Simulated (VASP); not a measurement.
## Hg3Pt: equation of state with PBE

Hg3Pt:

```
Hg Pt
1.0
    -2.10218    2.10218    4.63253
     2.10218   -2.10218    4.63253
     2.10218    2.10218   -4.63253
Hg Pt
3 1
Cartesian
  0.0000 0.0000 4.6325
  2.1022 0.0000 2.3163
  0.0000 2.1022 2.3163
  0.0000 0.0000 0.0000
```

The cell comes from a database or a generator and needn't be the stable form of this composition.

* Program: VASP 6.6.1
* Task: equation of state
* Functional: PBE
* Potentials or basis: VASP PAW PBE potentials, release 64 (Hg, Pt)
* Cutoff: 520 eV
* k mesh: 9 × 9 × 9
* Occupations: fermi-dirac, width 0.05 eV
* Spin: no spin polarisation

```json
{
  "Equilibrium volume": "20.43 Å³/atom",
  "Bulk modulus at fixed shape and positions": "86 GPa",
  "Pressure derivative of the bulk modulus": "6.6"
}
```

Energy against volume, from the lowest point:
```tsv
volume (Å³/atom)	energy (meV/atom)
19.244	21.42
19.653	8.69
20.063	1.81
20.472	0.00
20.881	2.53
21.291	8.78
21.700	18.19
```

All runs of the series together: 13 min on 1 thread of Intel(R) Xeon(R) 6975P-C (Granite Rapids) (shared host).

Caveat: the cell was scaled at fixed shape and fractional positions, which overstates the stiffness of a crystal with free parameters, most of all of layers and chains. Spin-orbit coupling is left out, which matters for the levels of Hg, Pt.
